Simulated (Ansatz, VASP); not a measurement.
# TaTi (Ti-Ta-Ta-Ti stack, (111) layers): VASP beside Ansatz

One calculation is typed for both programs; each brings its own data sets. How far apart do they land? The cell is taken from a series of runs on this material, whose earlier steps may have relaxed, scaled, displaced or heated it; both programs get it as it stands.

Main program and level: Ansatz 0.2.0; plane waves, with VASP 6.6.1 beside it; PBEsol.

### Step 1. Set-up

The cell holds 4 atoms: 2 Ti and 2 Ta. Its edges and angles: a = 2.929 Å, b = 2.929 Å, c = 38.246 Å, α = 90.0°, β = 90.0°, γ = 120.0°. It derives from TaTi. Vacuum lies along c.

### Step 2. VASP: zone-centre phonons, PBEsol

Second derivatives magnify differences that forces hide, and they need a tight electronic threshold.

Lines of VASP's logs that name or quote its potential files are left out, and so is its time.

File INCAR:

```
SYSTEM = TaTi
PREC = Accurate
ENCUT = 500
EDIFF = 1E-08
NELM = 120
ISMEAR = 1
SIGMA = 0.2
LREAL = .FALSE.
ALGO = Normal
GGA = PS
NBANDS = 29
LASPH = .TRUE.
LORBIT = 11
LWAVE = .FALSE.
LCHARG = .FALSE.
ISIF = 2
IBRION = 8
GGA_COMPAT = .FALSE.
NELMDL = -8
KPAR = 2
```

File POSCAR:

```
TaTi
1.0
    2.9286372313      0.0000028669      0.0000000000
   -1.4643210985      2.5362728073      0.0000000000
    0.0000000000      0.0000000000     38.2464778836
Ti Ta
2 2
Direct
    0.0000000000      0.0000000000      0.1478441928
    0.0000000000      0.0000000000      0.3286242563
    0.3333333333      0.6666666667      0.2065428504
    0.6666666667      0.3333333333      0.2699255987
```

File KPOINTS:

```
Automatic mesh
0
Gamma
6 6 1
0 0 0
```

PAW data sets: Ti_sv and Ta_pv (PBE family, release 64).

The run is started by

```console
$ mpirun -np 2 vasp_std
```

Numbers of over 12 decimals in the logs are rounded to 6 here.

The log of the run:

```text
[banner, memory and clock lines left out]
running    2 mpi-ranks, on    1 nodes
 distrk:  each k-point on    1 cores,    2 groups
 distr:  one band on    1 cores,    1 groups

 POSCAR found type information on POSCAR TiTa
 POSCAR found :  2 types and       4 ions
|                                                                             |
|               ----> ADVICE to this user running VASP <----                  |
|                                                                             |
|     You enforced a specific xc type in the INCAR file but a different       |
|     [... a line on the potential file left out ...]
|     I HOPE YOU KNOW WHAT YOU ARE DOING!                                     |
|                                                                             |

 LDA part: xc-table for (Slater+PW92), standard interpolation
 POSCAR, INCAR and KPOINTS ok, starting setup
 FFT: planning ... GRIDC
 FFT: planning ... GRID_SOFT
 FFT: planning ... GRID
 WAVECAR not read
 entering main loop
       N       E                     dE             d eps       ncg     rms          rms(c)
DAV:   1     0.407867084888E+03    0.40787E+03   -0.25087E+04   534   0.134E+03
DAV:   2     0.233161497572E+01   -0.40554E+03   -0.39365E+03   457   0.397E+02
DAV:   3    -0.397383559661E+02   -0.42070E+02   -0.40281E+02   693   0.107E+02
DAV:   4    -0.450924673069E+02   -0.53541E+01   -0.51947E+01   636   0.289E+01
DAV:   5    -0.455499500671E+02   -0.45748E+00   -0.45664E+00   610   0.767E+00
DAV:   6    -0.455608805817E+02   -0.10931E-01   -0.10882E-01   620   0.140E+00
DAV:   7    -0.455613035118E+02   -0.42293E-03   -0.42185E-03   631   0.216E-01
DAV:   8    -0.455613158225E+02   -0.12311E-04   -0.12276E-04   612   0.339E-02    0.246E+01
DAV:   9    -0.689821275923E+02   -0.23421E+02   -0.26599E+02   710   0.665E+01    0.312E+01
DAV:  10    -0.456192865749E+02    0.23363E+02   -0.25681E+02   679   0.618E+01    0.184E+01
DAV:  11    -0.395276275701E+02    0.60917E+01   -0.44225E+01   567   0.253E+01    0.664E+00
DAV:  12    -0.394982974754E+02    0.29330E-01   -0.43686E+00   576   0.977E+00    0.420E+00
DAV:  13    -0.392789971764E+02    0.21930E+00   -0.12214E+00   658   0.537E+00    0.245E+00
DAV:  14    -0.393090089873E+02   -0.30012E-01   -0.70634E-02   522   0.135E+00    0.273E+00
[...]
DAV:  30    -0.392195405694E+02   -0.79675E-06   -0.15605E-08   312   0.937E-04    0.206E-04
DAV:  31    -0.392195410427E+02   -0.47328E-06   -0.10714E-08   325   0.432E-04    0.334E-04
DAV:  32    -0.392195412611E+02   -0.21844E-06   -0.36794E-09   302   0.356E-04    0.218E-04
DAV:  33    -0.392195413489E+02   -0.87760E-07   -0.11656E-09   271   0.233E-04    0.959E-05
DAV:  34    -0.392195414346E+02   -0.85738E-07   -0.83326E-10   271   0.203E-04    0.569E-05
DAV:  35    -0.392195414673E+02   -0.32682E-07    0.17930E-10   263   0.107E-04    0.589E-05
DAV:  36    -0.392195414947E+02   -0.27401E-07    0.21884E-10   271   0.676E-05    0.484E-05
DAV:  37    -0.392195414997E+02   -0.50659E-08    0.49980E-10   263   0.526E-05
   1 F= -.39219541E+02 E0= -.39212426E+02  d E =-.213450E-01
 Linear response reoptimize wavefunctions to high precision
DAV:   1    -0.392195415032E+02   -0.34934E-08    0.52489E-10   263   0.446E-05
DAV:   2    -0.392195415033E+02   -0.58208E-10    0.54173E-10   263   0.222E-05
 Linear response DOF=           4
 Linear response progress:
  Degree of freedom:   1/  4
       N       E                     dE             d eps       ncg     rms          rms(c)
RMM:   1    -0.529964943002E+00   -0.52996E+00    0.40744E+01  1160   0.106E+02
RMM:   2    -0.502019042050E+00    0.27946E-01   -0.35025E-01  2070   0.343E+00    0.278E-01
RMM:   3    -0.500160676740E+00    0.18584E-02   -0.21472E-02  2286   0.820E-01    0.132E-01
RMM:   4    -0.500931507138E+00   -0.77083E-03   -0.13531E-02  2797   0.389E-01    0.238E-02
RMM:   5    -0.501653944448E+00   -0.72244E-03   -0.97436E-04  2836   0.129E-01    0.127E-01
RMM:   6    -0.501871224777E+00   -0.21728E-03   -0.31940E-04  2706   0.668E-02    0.176E-02
RMM:   7    -0.502194686324E+00   -0.32346E-03   -0.64107E-05  2658   0.369E-02    0.191E-02
RMM:   8    -0.502779393640E+00   -0.58471E-03   -0.21441E-05  2469   0.255E-02    0.523E-03
RMM:   9    -0.502740737445E+00    0.38656E-04   -0.11836E-05  2871   0.135E-02    0.386E-03
RMM:  10    -0.502723202171E+00    0.17535E-04   -0.23814E-06  2848   0.745E-03    0.128E-03
RMM:  11    -0.502720050717E+00    0.31515E-05   -0.20684E-06  2868   0.431E-03    0.628E-04
RMM:  12    -0.502731686369E+00   -0.11636E-04   -0.10122E-06  2813   0.286E-03    0.239E-04
RMM:  13    -0.502732989056E+00   -0.13027E-05   -0.70295E-07  2912   0.195E-03    0.242E-04
RMM:  14    -0.502733577527E+00   -0.58847E-06    0.58615E-08  2907   0.141E-03    0.144E-04
[...]
RMM:  20    -0.502733230016E+00   -0.10037E-07   -0.20152E-07  3029   0.668E-04    0.161E-05
RMM:  21    -0.502733167810E+00    0.62207E-07   -0.42655E-07  2978   0.649E-04    0.250E-05
RMM:  22    -0.502733178767E+00   -0.10957E-07   -0.28703E-07  2958   0.635E-04    0.257E-05
RMM:  23    -0.502733228704E+00   -0.49936E-07   -0.48588E-07  3005   0.624E-04    0.283E-05
RMM:  24    -0.502733239786E+00   -0.11083E-07   -0.41661E-07  3010   0.616E-04    0.307E-05
[...]
RMM:   1    -0.836763262570E+00   -0.83676E+00    0.36243E+01   410   0.108E+02
RMM:   2    -0.796898643878E+00    0.39865E-01   -0.35102E-01   725   0.337E+00    0.306E-01
RMM:   3    -0.796958795925E+00   -0.60152E-04   -0.30569E-02   784   0.927E-01    0.418E-01
RMM:   4    -0.808909764116E+00   -0.11951E-01   -0.37339E-02   868   0.559E-01    0.894E-01
RMM:   5    -0.802280657814E+00    0.66291E-02   -0.11573E-02   893   0.444E-01    0.548E-01
RMM:   6    -0.798159473630E+00    0.41212E-02   -0.32882E-03   800   0.296E-01    0.193E-01
RMM:   7    -0.798141643674E+00    0.17830E-04   -0.12912E-03   957   0.137E-01    0.368E-02
RMM:   8    -0.798682726895E+00   -0.54108E-03   -0.23714E-04   899   0.717E-02    0.121E-02
RMM:   9    -0.798880749285E+00   -0.19802E-03   -0.75490E-05   950   0.384E-02    0.545E-03
RMM:  10    -0.798975556320E+00   -0.94807E-04   -0.20233E-05   965   0.201E-02    0.673E-03
RMM:  11    -0.799009271817E+00   -0.33715E-04   -0.95499E-06   989   0.116E-02    0.214E-03
RMM:  12    -0.799028722589E+00   -0.19451E-04   -0.44657E-06   980   0.746E-03    0.669E-04
RMM:  13    -0.799029809154E+00   -0.10866E-05   -0.21178E-06   990   0.463E-03    0.219E-04
RMM:  14    -0.799026181276E+00    0.36279E-05   -0.34926E-06   992   0.334E-03    0.201E-04
RMM:  15    -0.799027460091E+00   -0.12788E-05   -0.23043E-06   948   0.251E-03    0.903E-05
RMM:  16    -0.799027239921E+00    0.22017E-06   -0.13199E-06   993   0.210E-03    0.897E-05
RMM:  17    -0.799025910259E+00    0.13297E-05    0.70268E-07   999   0.177E-03    0.467E-05
RMM:  18    -0.799025912744E+00   -0.24851E-08   -0.30454E-07   992   0.159E-03    0.470E-05
RMM:  19    -0.799025122731E+00    0.79001E-06   -0.38189E-07   998   0.146E-03    0.323E-05
RMM:  20    -0.799024854289E+00    0.26844E-06   -0.16554E-08  1031   0.135E-03    0.320E-05
RMM:  21    -0.799024510633E+00    0.34366E-06    0.45312E-07   984   0.128E-03    0.301E-05
RMM:  22    -0.799024223237E+00    0.28740E-06   -0.20739E-07  1037   0.122E-03    0.290E-05
 first order change of Fermi-energy   0.29029E-02
 force on displaced ion       1 direction 3 :   0.000  -0.000  -5.622
 Linear response progress:
  Degree of freedom:   3/  4
       N       E                     dE             d eps       ncg     rms          rms(c)
RMM:   1    -0.129105947543E+00   -0.12911E+00    0.11973E+01  1165   0.189E+01
RMM:   2    -0.160174298875E+00   -0.31068E-01   -0.41511E-02  1997   0.116E+00    0.124E-01
RMM:   3    -0.159751938488E+00    0.42236E-03   -0.89515E-03  2296   0.363E-01    0.648E-02
RMM:   4    -0.159288167120E+00    0.46377E-03   -0.14403E-03  2405   0.143E-01    0.121E-01
RMM:   5    -0.159189853546E+00    0.98314E-04   -0.44274E-04  2417   0.657E-02    0.816E-02
RMM:   6    -0.158836875381E+00    0.35298E-03   -0.13789E-04  2251   0.345E-02    0.117E-02
RMM:   7    -0.158775113969E+00    0.61761E-04   -0.20924E-04  2318   0.317E-02    0.247E-02
RMM:   8    -0.158749259848E+00    0.25854E-04   -0.16825E-04  2153   0.238E-02    0.356E-03
RMM:   9    -0.158753011506E+00   -0.37517E-05   -0.12786E-04  2600   0.116E-02    0.150E-03
RMM:  10    -0.158756045527E+00   -0.30340E-05   -0.10141E-04  2452   0.689E-03    0.158E-03
RMM:  11    -0.158759743058E+00   -0.36975E-05   -0.76597E-05  2456   0.529E-03    0.585E-04
RMM:  12    -0.158761979312E+00   -0.22363E-05   -0.61538E-05  2447   0.427E-03    0.334E-04
RMM:  13    -0.158763601722E+00   -0.16224E-05   -0.48737E-05  2623   0.349E-03    0.197E-04
RMM:  14    -0.158764143338E+00   -0.54162E-06   -0.40476E-05  2527   0.296E-03    0.818E-05
RMM:  15    -0.158764791072E+00   -0.64773E-06   -0.36147E-05  2685   0.254E-03    0.699E-05
RMM:  16    -0.158764757769E+00    0.33303E-07   -0.24471E-05  2657   0.219E-03    0.790E-05
RMM:  17    -0.158765057274E+00   -0.29950E-06   -0.23570E-05  2463   0.201E-03    0.159E-04
RMM:  18    -0.158764982849E+00    0.74425E-07   -0.16959E-05  2384   0.181E-03    0.142E-04
RMM:  19    -0.158765302752E+00   -0.31990E-06   -0.16526E-05  2680   0.165E-03    0.155E-04
RMM:  20    -0.158765246042E+00    0.56710E-07   -0.12000E-05  2582   0.153E-03    0.136E-04
 first order change of Fermi-energy  -0.51216E-03
 force on displaced ion       3 direction 1 :  -0.247  -0.002   0.005
 Linear response progress:
  Degree of freedom:   4/  4
       N       E                     dE             d eps       ncg     rms          rms(c)
RMM:   1    -0.239607132478E+00   -0.23961E+00    0.12592E+01   431   0.199E+01
RMM:   2    -0.277484158331E+00   -0.37877E-01   -0.48479E-02   675   0.136E+00    0.252E-01
RMM:   3    -0.431119528171E+00   -0.15364E+00   -0.51122E-03   793   0.813E-01    0.353E+00
RMM:   4    -0.280560376326E+00    0.15056E+00   -0.20211E-02   720   0.641E-01    0.335E-01
RMM:   5    -0.277299863788E+00    0.32605E-02   -0.82657E-03   771   0.349E-01    0.147E-01
RMM:   6    -0.277002473555E+00    0.29739E-03   -0.12953E-03   805   0.150E-01    0.476E-02
RMM:   7    -0.276959806888E+00    0.42667E-04   -0.57557E-04   860   0.778E-02    0.896E-02
RMM:   8    -0.276803946591E+00    0.15586E-03   -0.17765E-04   835   0.469E-02    0.295E-02
RMM:   9    -0.276732814386E+00    0.71132E-04   -0.63591E-05   798   0.322E-02    0.114E-02
RMM:  10    -0.276731585277E+00    0.12291E-05   -0.30477E-05   917   0.158E-02    0.972E-03
RMM:  11    -0.276734536217E+00   -0.29509E-05   -0.10425E-05   887   0.759E-03    0.685E-03
RMM:  12    -0.276734812670E+00   -0.27645E-06    0.83398E-06   880   0.560E-03    0.259E-03
RMM:  13    -0.276738610102E+00   -0.37974E-05    0.55593E-06   876   0.375E-03    0.635E-04
RMM:  14    -0.276739407298E+00   -0.79720E-06    0.13525E-06   854   0.304E-03    0.237E-04
RMM:  15    -0.276740195590E+00   -0.78829E-06    0.67812E-06   946   0.217E-03    0.144E-04
RMM:  16    -0.276740093228E+00    0.10236E-06    0.44927E-06   916   0.172E-03    0.138E-04
RMM:  17    -0.276740203139E+00   -0.10991E-06    0.79326E-07   898   0.151E-03    0.985E-05
RMM:  18    -0.276740199522E+00    0.36171E-08    0.44374E-06   927   0.132E-03    0.457E-05
RMM:  19    -0.276740356952E+00   -0.15743E-06    0.49557E-07   898   0.119E-03    0.334E-05
RMM:  20    -0.276740273521E+00    0.83431E-07    0.22539E-06   928   0.107E-03    0.311E-05
RMM:  21    -0.276740323075E+00   -0.49554E-07   -0.50222E-07   983   0.995E-04    0.306E-05
RMM:  22    -0.276740303896E+00    0.19179E-07    0.10746E-06   955   0.934E-04    0.313E-05
 first order change of Fermi-energy  -0.21249E+00
 force on displaced ion       3 direction 3 :  -0.000   0.000 -11.722
 Linear response finished
```

(Part 1 of 3 ends here.)

[Lines on the potential files, build, host, timing and source positions are cut from VASP's logs without a mark.]

[Logs are printed without paths, hosts, clocks, repeated set-up lines and the standing remarks that a program may print on its own settings, such as how far it seeks lower states.]

[Hosts, paths, dates, database ids (printed as entryN), source tags and the programs' standing remarks are cut or masked in the printed files.]
